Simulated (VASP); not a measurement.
A VASP calculation is set up with these files.

INCAR:
```
# general
SYSTEM =TiN
PREC   =Accurate
ENCUT  =520
LREAL  =F
LASPH  =T

# electronic loop
EDIFF  =1E-7
NELM   =100
ALGO   =Normal
LMAXMIX=4

# smearing
ISMEAR =1
SIGMA  =0.1

# functional
GGA    =PE
IVDW   =12

# ions
ISIF   =2

# output
LWAVE  =F
LCHARG =F
```

### KPOINTS
```
Automatic mesh
0
Gamma
15 15 15
0 0 0
```

POSCAR:
```
TiN
1.0
  0.0000000000   2.1039838062   2.1039838062
  2.1039838062   0.0000000000   2.1039838062
  2.1039838062   2.1039838062   0.0000000000
Ti N
1 1
Cartesian
  0.0000000000   0.0000000000   0.0000000000
  2.1039838062   2.1039838062   2.1039838062
```

POTCAR, in this order: Ti_sv N (PBE.64 set). Program: vasp_std.

Task: Translate this PBE-D3(BJ) calculation to Quantum ESPRESSO's pw.x.

Result: One equivalent input (not run):
```
&CONTROL
  calculation = 'scf'
  pseudo_dir = './pseudo'
  outdir = './out'
  tprnfor = .true.
  tstress = .true.
/
&SYSTEM
  ibrav = 0
  nat = 2
  ntyp = 2
  ecutwfc = 84
  occupations = 'smearing'
  smearing = 'methfessel-paxton'
  degauss = 0.00735
  input_dft = 'pbe'
  vdw_corr = 'grimme-d3'
  dftd3_version = 4
  dftd3_threebody = .false.
/
&ELECTRONS
  conv_thr = 7.3e-09
  electron_maxstep = 100
/
ATOMIC_SPECIES
  Ti 47.867 Ti.upf
  N 14.007 N.upf
CELL_PARAMETERS angstrom
     0.0000000    2.1039838    2.1039838
     2.1039838    0.0000000    2.1039838
     2.1039838    2.1039838    0.0000000
ATOMIC_POSITIONS crystal
  Ti   0.0000000  0.0000000  0.0000000
  N    0.5000000  0.5000000  0.5000000
K_POINTS automatic
  15 15 15 0 0 0
```
Limits of the translation: the potentials are each code's own (VASP's PAW set, PseudoDojo norm-conserving files in pw.x), so ENCUT and ecutwfc are chosen apart and not converted; conv_thr bounds pw.x's estimated SCF error, while EDIFF bounds the energy change between steps.

The compound is TiN in the rock salt structure. It was relaxed first.
